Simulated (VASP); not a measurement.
Consider the following.

```xyz
2
Lattice="0.0000 2.8998 2.8998 2.8998 0.0000 2.8998 2.8998 2.8998 0.0000" Properties=species:S:1:pos:R:3 pbc="T T T"
In     0.0000     0.0000     0.0000
P      1.4499     1.4499     1.4499
```

All values below come from optB86b-vdW, VASP's PBE PAW potentials (set 64) (plane waves; VASP 6.6.1). Run with 520 eV cut-off, 8×8×8 Γ-centred mesh, Gaussian smearing of 0.050 eV, potentials In_d P.

Question: The job: InP (zinc blende), 2 atoms, optB86b-vdW, static run, 520 eV, 8×8×8 Γ-centred mesh. Roughly how much core time does it take on a busy server core?

Answer: About 30 core-seconds (one run on a shared machine, a rough figure). It had 29 irreducible k-points, 13 bands, up to 1363 plane waves and 13 electronic steps.

The compound is InP in the zinc blende structure. This cell is one point of a volume scan, at 0.94 of the reference volume.
